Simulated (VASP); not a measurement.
Wanted: the native input for a VASP 6.6.1 run.

```yaml
Task: single point
Functional: PBE
Potentials_or_basis: VASP PAW PBE potentials, release 64 (Ta_pv, N)
Cutoff: 520 eV
k_mesh: 5 × 5 × 5
Occupations: fermi-dirac, width 0.1 eV
Spin: no spin polarisation
Dipole_correction: no
Further_INCAR_settings: ALGO = Fast; EDIFF = 1e-06; NBANDS = 42
```

The structure of TaN lies in POSCAR:

```
TaN
1.0
    4.4153456108      0.0000000000      0.0000000000
    0.0000000000      4.4153456108      0.0000000000
    0.0000000000      0.0000000000      4.4153456108
Ta N
4 4
Direct
    0.0000000000      0.0000000000      0.0000000000
    0.0000000000      0.5000000000      0.5000000000
    0.5000000000      0.0000000000      0.5000000000
    0.5000000000      0.5000000000      0.0000000000
    0.5000000000      0.5000000000      0.5000000000
    0.0000000000      0.0000000000      0.5000000000
    0.0000000000      0.5000000000      0.0000000000
    0.5000000000      0.0000000000      0.0000000000
```

The cell was built by a generator and needn't be a form met in nature.

These files were run (other wordings do the same):

INCAR

```
SYSTEM = TaN
PREC     = Accurate       ! precision mode
ENCUT    = 520            ! plane-wave cutoff, eV
EDIFF    = 1E-6           ! SCF threshold, eV
ISMEAR   = -1             ! smearing method
SIGMA    = 0.1            ! smearing width, eV
LREAL    = .FALSE.        ! projectors in reciprocal space
LASPH    = .TRUE.         ! aspherical terms in the spheres
NELM     = 100            ! most SCF steps
ALGO     = Fast           ! electronic algorithm
ISIF     = 2              ! what is computed and relaxed
LWAVE    = .FALSE.        ! write WAVECAR
LCHARG   = .FALSE.        ! write CHGCAR
GGA      = PE             ! functional
NBANDS   = 42             ! bands
```

KPOINTS

```
regular mesh
0
G
  5 5 5
  0 0 0
```

Potentials or basis: VASP PAW PBE potentials, release 64 (Ta_pv, N).

Launch:

```sh
$ cat potpaw_PBE.64/Ta_pv/POTCAR potpaw_PBE.64/N/POTCAR > POTCAR
$ mpirun -np 1 vasp_std > vasp.out
```

Results of the run:

```json
{"Pressure": "0.8 GPa", "Band gap on the k mesh": "none (metal or under the smearing width)"}
```

Wall time 44 s on 1 thread of Intel(R) Xeon(R) Platinum 8488C (Sapphire Rapids), with other jobs on the host, peak memory 0.2 GiB.
